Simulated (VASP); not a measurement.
VASP runs on GaSb (zinc blende) share one base input (PBE GGA, plane waves, VASP's PBE PAW potentials (set 64)) and change the settings named in each case.

File KPOINTS:
```
Automatic
0
gamma
  7 7 7
0 0 0
```

INCAR:
```
SYSTEM = GaSb
PREC = Accurate; ENCUT = 400; LREAL = .FALSE.
LASPH = .TRUE.
EDIFF = 1E-6; NELM = 100; ALGO = Normal
LMAXMIX = 4
ISMEAR = 0; SIGMA = 0.05
GGA = PE
ISIF = 2
LWAVE = .FALSE.; LCHARG = .FALSE.
```

File POSCAR:
```
GaSb
1
    0.0000000000     3.1110000000     3.1110000000
    3.1110000000     0.0000000000     3.1110000000
    3.1110000000     3.1110000000     0.0000000000
Ga Sb
1 1
Direct
  0.0000000000   0.0000000000   0.0000000000
  0.2500000000   0.2500000000   0.2500000000
```

POTCAR, in this order: Ga_d Sb (PBE.64 set). Program: vasp_std.

| change | E(σ→0) (eV/atom) | −TS (eV) |
|---|---|---|
| base run | -3.6791 | -0.0002 |
| SIGMA = 0.1 | -3.6791 | -0.0004 |
| ISMEAR = 2 | -3.6791 | -0.0001 |
| ISMEAR = 2, SIGMA = 0.3 | -3.6793 | 0.0024 |
| ISMEAR = 1, SIGMA = 0.1 | -3.6791 | -0.0002 |
| ISMEAR = -1, SIGMA = 0.1 | -3.6789 | -0.0041 |
| ISMEAR = -1, SIGMA = 0.3 | ? | ? |
| ISMEAR = -5, SIGMA removed | -3.6790 | 0.0000 |
| ISMEAR = -4, SIGMA removed | -3.6790 | 0.0000 |

Task: Complete the blanks.

Result: 
- ISMEAR = -1, SIGMA = 0.3, E(σ→0) (eV/atom): -3.6708
- ISMEAR = -1, SIGMA = 0.3, −TS (eV): -0.1004

Unless said otherwise, spin-orbit coupling is left out, though it shifts the bands of the heavy elements here.

Left out are runs that ran out of time, are held back, or changed the cell or the kind of run, fixed moments of cells without a moment, rows past the twelfth, gaps on odd meshes, pressures of charged cells and columns that move by less than the noise.

The compound is GaSb in the zinc blende structure. The cell was not relaxed at this level.
